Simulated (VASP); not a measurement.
# Si2B3: relaxation of cell and atoms with PBE

Crystal: Si2B3.

```
Si B
1.0
     2.41035   -2.85140    0.00000
     2.41035    2.85140    0.00000
     0.00000    0.00000    3.76873
Si B
2 3
Direct
  0.85991 0.14009 0.00000
  0.14009 0.85991 0.00000
  0.66062 0.33938 0.50000
  0.33938 0.66062 0.50000
  0.00000 0.00000 0.50000
```

The cell was built by a generator and needn't be a form met in nature.

| Quantity | Value |
| --- | --- |
| Program | VASP 6.6.1 |
| Task | relaxation of cell and atoms |
| Functional | PBE |
| Potentials or basis | VASP PAW PBE potentials, release 64 (Si, B) |
| Cutoff | 520 eV |
| k mesh | 5 × 5 × 5 |
| Occupations | gaussian, width 0.15 eV |
| Spin | no spin polarisation |
| Further INCAR settings | PREC = Normal; ALGO = Fast; EDIFF = 0.0001; IBRION = 2; EDIFFG = -0.08; NSW = 24; ISIF = 3 |

```json
{"Relaxed volume": "10.82 Å³/atom", "Relaxed cell": "a = 3.416 Å, b = 3.416 Å, c = 4.635 Å, α = 90.00°, β = 90.00°, γ = 91.52°", "Space group after relaxing (to 0.05 Å)": "Cmmm (No. 65)", "Energy gained by relaxing": "1771.6 meV/atom", "Ionic steps": "22", "Pressure after relaxing": "-0.1 GPa", "Largest force after relaxing": "0.060 eV/Å", "Band gap on the k mesh": "none (metal or under the smearing width)"}
```

Forces on the atoms (eV/Å):
```
Si   0.000  0.009  0.000
Si   0.000 -0.009  0.000
B    0.000  0.060  0.000
B    0.000 -0.060  0.000
B    0.000  0.000  0.000
```

Stress tensor (GPa, compression positive):
```
-0.51  0.00  0.00
 0.00 -0.02  0.00
 0.00  0.00  0.16
```

Step by step:
```csv
step,energy change (eV),largest force (eV/Å),pressure (GPa),volume (Å³)
1,0.0000,30.8094,43.93,51.80
2,4.7925,35.6034,31.10,73.73
3,-4.8587,1.3814,-2.85,61.26
4,-4.9964,1.3678,-2.90,60.74
5,-6.3030,1.4586,-3.81,56.24
6,-6.9955,1.0961,-2.90,54.02
7,-7.2098,0.8995,-1.05,52.91
8,-7.2328,0.9831,0.69,52.36
9,-7.2349,0.8092,0.24,52.49
10,-8.0748,0.9430,-3.82,52.62
11,-8.3712,2.6986,-1.41,52.49
12,-8.7814,0.3591,1.47,51.96
13,-8.7816,0.3608,1.69,51.95
14,-8.8071,0.1711,0.46,52.61
15,-8.8455,0.3312,-2.19,54.51
16,-8.8429,0.4835,-2.54,55.14
17,-8.8465,0.3773,-2.33,54.70
18,-8.8516,0.2359,-1.27,54.79
19,-8.8523,0.2728,-1.52,54.77
20,-8.8558,0.1165,-1.09,54.54
21,-8.8576,0.1126,-0.42,54.20
22,-8.8581,0.0601,-0.12,54.08
```

Final structure:
```
CELL_PARAMETERS angstrom
2.38361 -2.44756 0.00000
2.38361 2.44756 0.00000
0.00000 0.00000 4.63490
ATOMIC_POSITIONS crystal
Si 0.75584 0.24416 0.00000
Si 0.24416 0.75584 0.00000
B 0.66735 0.33265 0.50000
B 0.33265 0.66735 0.50000
B 0.00000 0.00000 0.50000
```

Levels at points of the mesh, in eV from the Fermi level:
```
           k point  band 6  band 7  band 8  band 9  band 10  band 11
(0.00, 0.00, 0.00)   -2.59   -0.61   -0.31    0.94     1.64     1.92
```

Run time: 65 s on 1 thread of Intel(R) Xeon(R) Platinum 8488C (Sapphire Rapids) (shared host), peak memory 0.14 GiB.

Caveat: the relaxation stopped at a loose force limit of 0.08 eV/Å, so its end isn't a converged minimum.
